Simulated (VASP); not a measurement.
Output of a VASP run:

**OUTCAR**
```
 ion  position               nearest neighbor table
   1  0.333  0.667  0.250-   2 3.52   2 3.52   2 3.52   2 3.52   2 3.52   2 3.52
   2  0.667  0.333  0.750-   1 3.52   1 3.52   1 3.52   1 3.52   1 3.52   1 3.52
  LATTYP: Found a hexagonal cell.
 ALAT       =     3.5999996072
 C/A-ratio  =     1.5805557280
 Subroutine PRICEL returns:
 Original cell was already a primitive cell.
 Subroutine GETGRP returns: Found 24 space group operations
The static configuration has the point symmetry D_3d.
 The point group associated with its full space group is D_6h.
The dynamic configuration has the point symmetry D_3d.
 Subroutine INISYM returns: Found 24 space group operations
 Subroutine IBZKPT returns following result:
 Found     64 irreducible k-points:

 Following reciprocal coordinates:
            Coordinates               Weight
  0.000000  0.000000  0.000000      1.000000
  0.090909 -0.000000  0.000000      6.000000
  0.181818  0.000000  0.000000      6.000000
  0.272727 -0.000000  0.000000      6.000000
  0.363636 -0.000000  0.000000      6.000000
  0.454545  0.000000  0.000000      6.000000
  0.090909  0.090909  0.000000      6.000000
  0.181818  0.090909  0.000000     12.000000
  0.272727  0.090909  0.000000     12.000000
  0.363636  0.090909  0.000000     12.000000
  0.454545  0.090909  0.000000      6.000000
  0.181818  0.181818  0.000000      6.000000
  0.272727  0.181818  0.000000     12.000000
  0.363636  0.181818  0.000000     12.000000
  0.272727  0.272727  0.000000      6.000000
  0.363636  0.272727  0.000000      6.000000
  0.000000  0.000000  0.166667      2.000000
  0.090909 -0.000000  0.166667     12.000000
  0.181818  0.000000  0.166667     12.000000
  0.272727 -0.000000  0.166667     12.000000
  0.363636 -0.000000  0.166667     12.000000
  0.454545  0.000000  0.166667     12.000000
  0.090909  0.090909  0.166667     12.000000
  0.181818  0.090909  0.166667     24.000000
  0.272727  0.090909  0.166667     24.000000
  0.363636  0.090909  0.166667     24.000000
  0.454545  0.090909  0.166667     12.000000
  0.181818  0.181818  0.166667     12.000000
  0.272727  0.181818  0.166667     24.000000
  0.363636  0.181818  0.166667     24.000000
  0.272727  0.272727  0.166667     12.000000
  0.363636  0.272727  0.166667     12.000000
  0.000000  0.000000  0.333333      2.000000
  0.090909 -0.000000  0.333333     12.000000
  0.181818  0.000000  0.333333     12.000000
  0.272727 -0.000000  0.333333     12.000000
  0.363636 -0.000000  0.333333     12.000000
  0.454545  0.000000  0.333333     12.000000
  0.090909  0.090909  0.333333     12.000000
  0.181818  0.090909  0.333333     24.000000
   k-points           NKPTS =     64   k-points in BZ     NKDIM =     64   number of bands    NBANDS=     13
   number of dos      NEDOS =    301   number of ions     NIONS =      2
   total plane-waves  NPLWV =  32928
   dimension x,y,z NGX =    28 NGY =   28 NGZ =   42
   dimension x,y,z NGXF=    56 NGYF=   56 NGZF=   84
   ions per type =               2
   PREC   = accura    normal or accurate (medium, high low for compatibility)
   ISTART =      0    job   : 0-new  1-cont  2-samecut
   ICHARG =      2    charge: 1-file 2-atom 10-const
   ISPIN  =      1    spin polarized calculation?
   LNONCOLLINEAR =      F non collinear calculations
   LSORBIT =      F    spin-orbit coupling
   INIWAV =      1    electr: 0-lowe 1-rand  2-diag
   ENCUT  =  520.0 eV  38.22 Ry    6.18 a.u.   6.69  6.69 10.58*2*pi/ulx,y,z
   NELM   =    100;   NELMIN=  2; NELMDL= -5     # of ELM steps
   EDIFF  = 0.1E-05   stopping-criterion for ELM
   LREAL  =      F    real-space projection
   NLSPLINE    = F    spline interpolate recip. space projectors
   LMAXMIX     =    6 max onsite mixed and CHGCAR
   VOSKOWN=      0    Vosko Wilk Nusair interpolation
   EDIFFG = -.1E-01   stopping-criterion for IOM
   NSW    =     60    number of steps for IOM
...
```

OSZICAR:
```
...
DAV:   1     0.528976028921E+02   -0.83085E-01   -0.17660E+00  1664   0.107E+01    0.163E+00
DAV:   2     0.529500451275E+02    0.52442E-01   -0.11399E-01  1694   0.299E+00    0.782E-01
DAV:   3     0.529730531712E+02    0.23008E-01   -0.64699E-02  1714   0.196E+00    0.244E-01
DAV:   4     0.529725281383E+02   -0.52503E-03   -0.37128E-03  1989   0.520E-01    0.204E-01
DAV:   5     0.529733777178E+02    0.84958E-03   -0.71815E-04  1679   0.258E-01    0.630E-02
DAV:   6     0.529724346025E+02   -0.94312E-03   -0.60135E-04  1664   0.195E-01    0.181E-02
DAV:   7     0.529725508197E+02    0.11622E-03   -0.17992E-04  1674   0.110E-01    0.293E-02
DAV:   8     0.529723878452E+02   -0.16297E-03   -0.74100E-05  1709   0.743E-02    0.325E-03
DAV:   9     0.529723779751E+02   -0.98702E-05   -0.22293E-06  1909   0.146E-02    0.199E-03
DAV:  10     0.529723781874E+02    0.21236E-06   -0.16892E-07   852   0.380E-03
   2 F= 0.52972378E+02 E0= 0.52972356E+02  d E =-.830927E-02
       N       E                     dE             d eps       ncg     rms          rms(c)
DAV:   1     0.529708738981E+02   -0.15041E-02   -0.30847E-02  1664   0.143E+00    0.219E-01
DAV:   2     0.529717801325E+02    0.90623E-03   -0.20067E-03  1694   0.395E-01    0.103E-01
DAV:   3     0.529721783087E+02    0.39818E-03   -0.10827E-03  1744   0.252E-01    0.317E-02
DAV:   4     0.529721733644E+02   -0.49443E-05   -0.69256E-05  1964   0.710E-02    0.260E-02
DAV:   5     0.529721956572E+02    0.22293E-04   -0.12483E-05  1684   0.338E-02    0.807E-03
DAV:   6     0.529721792263E+02   -0.16431E-04   -0.93297E-06  1664   0.245E-02    0.230E-03
DAV:   7     0.529721807375E+02    0.15112E-05   -0.27050E-06  1674   0.135E-02    0.368E-03
DAV:   8     0.529721771266E+02   -0.36109E-05   -0.13793E-06  1320   0.102E-02    0.853E-04
DAV:   9     0.529721770795E+02   -0.47096E-07   -0.53015E-08   832   0.227E-03
   3 F= 0.52972177E+02 E0= 0.52972139E+02  d E =-.851038E-02
       N       E                     dE             d eps       ncg     rms          rms(c)
DAV:   1     0.529715025027E+02   -0.67462E-03   -0.24673E-02  1674   0.118E+00    0.103E-01
DAV:   2     0.529718533003E+02    0.35080E-03   -0.44848E-04  1939   0.187E-01    0.640E-02
DAV:   3     0.529719444043E+02    0.91104E-04   -0.20058E-04  1940   0.104E-01    0.412E-02
DAV:   4     0.529719603983E+02    0.15994E-04   -0.28655E-05  2073   0.470E-02    0.138E-02
DAV:   5     0.529719611113E+02    0.71305E-06   -0.27661E-05  1674   0.534E-02    0.988E-03
DAV:   6     0.529719484521E+02   -0.12659E-04   -0.64861E-06  1669   0.230E-02    0.184E-03
DAV:   7     0.529719486366E+02    0.18450E-06   -0.37405E-07   832   0.515E-03
   4 F= 0.52971949E+02 E0= 0.52971926E+02  d E =-.228443E-03
       N       E                     dE             d eps       ncg     rms          rms(c)
DAV:   1     0.529710719540E+02   -0.87650E-03   -0.42087E-02  1674   0.154E+00    0.132E-01
DAV:   2     0.529716672736E+02    0.59532E-03   -0.76007E-04  1954   0.245E-01    0.852E-02
DAV:   3     0.529718208030E+02    0.15353E-03   -0.34489E-04  1940   0.137E-01    0.544E-02
DAV:   4     0.529718501284E+02    0.29325E-04   -0.49764E-05  2068   0.626E-02    0.170E-02
DAV:   5     0.529718492155E+02   -0.91291E-06   -0.49609E-05  1664   0.711E-02    0.135E-02
DAV:   6     0.529718270148E+02   -0.22201E-04   -0.11528E-05  1674   0.305E-02    0.243E-03
DAV:   7     0.529718272181E+02    0.20325E-06   -0.71607E-07   887   0.701E-03
   5 F= 0.52971827E+02 E0= 0.52971808E+02  d E =-.349861E-03
```

File OUTCAR:
```
------------------------ aborting loop because EDIFF is reached ----------------------------------------
  FORCE on cell =-STRESS in cart. coord.  units (eV):
  Direction    XX          YY          ZZ          XY          YZ          ZX
  --------------------------------------------------------------------------------------
  Total        0.0035275      0.0035275     -0.0027222      0.0000000     -0.0000000      0.0000000
  in kB        0.0911472      0.0911471     -0.0703379      0.0000000     -0.0000000      0.0000000
  external PRESSURE =       0.0373188 kB  Pullay stress =       0.0000000 kB
  volume of cell :       62.01
      direct lattice vectors                 reciprocal lattice vectors
     1.790785556 -3.101731122  0.000000000     0.279207077 -0.161200304  0.000000000
     1.790785556  3.101731122 -0.000000000     0.279207077  0.161200304  0.000000000
    -0.000000000  0.000000000  5.581586526     0.000000000  0.000000000  0.179160530
 POSITION                                       TOTAL-FORCE (eV/Angst)
 -----------------------------------------------------------------------------------
      1.79079      1.03391      1.39540        -0.000000      0.000000      0.000000
      1.79079     -1.03391      4.18619         0.000000     -0.000000      0.000000
 -----------------------------------------------------------------------------------
    total drift:                                0.000004      0.000109     -0.000010
  FREE ENERGIE OF THE ION-ELECTRON SYSTEM (eV)
  ---------------------------------------------------
  free  energy   TOTEN  =        52.9718272181 eV

  energy  without entropy=       52.9717681026  energy(sigma->0) =       52.97180751

 reached required accuracy - stopping structural energy minimisation
```
(Selected blocks of OUTCAR.)

POSCAR:
```
Tb
1
    1.8000000000    -3.1176910000     0.0000000000
    1.8000000000     3.1176910000     0.0000000000
    0.0000000000     0.0000000000     5.6900000000
Tb
2
Direct
  0.3333330000   0.6666670000   0.2500000000
  0.6666670000   0.3333330000   0.7500000000
```

### Question
Reconstruct the remaining input files.

### Answer
This is not unique; one that fits is the input of the run itself, revTPSS meta-GGA, plane waves, VASP's PBE PAW potentials (set 64).

**KPOINTS**
```
Automatic mesh
0
Gamma
11 11 6
0 0 0
```

INCAR:
```
! general
SYSTEM  = Tb
PREC    = Accurate
ENCUT   = 520   ! plane-wave cut-off (eV)
LREAL   = .FALSE.
LASPH   = .TRUE.   ! aspherical one-centre terms

! electronic loop
EDIFF   = 1E-6   ! SCF stop (eV)
NELM    = 100
ALGO    = Normal
LMAXMIX = 6   ! l cut-off of mixed one-centre charges
LMIXTAU = .TRUE.

! smearing
ISMEAR  = 1
SIGMA   = 0.1   ! width (eV)

! functional
METAGGA = RTPSS

! ions
IBRION  = 2
NSW     = 60   ! most ionic steps
ISIF    = 3
EDIFFG  = -0.01   ! ionic stop

! output
LWAVE   = .FALSE.
LCHARG  = .FALSE.
```

POTCAR, in this order: Tb_3 (PBE.64 set). Program: vasp_std.

The 4f electrons are frozen in the core of the lanthanide potential, so 4f levels, which can set the real gap, and their magnetism are missing. Energy and stress use the plane-wave basis of the starting cell.

The compound is Tb in the hcp structure. This run relaxes it. Symmetry was kept, so distortions that lower it aren't found.
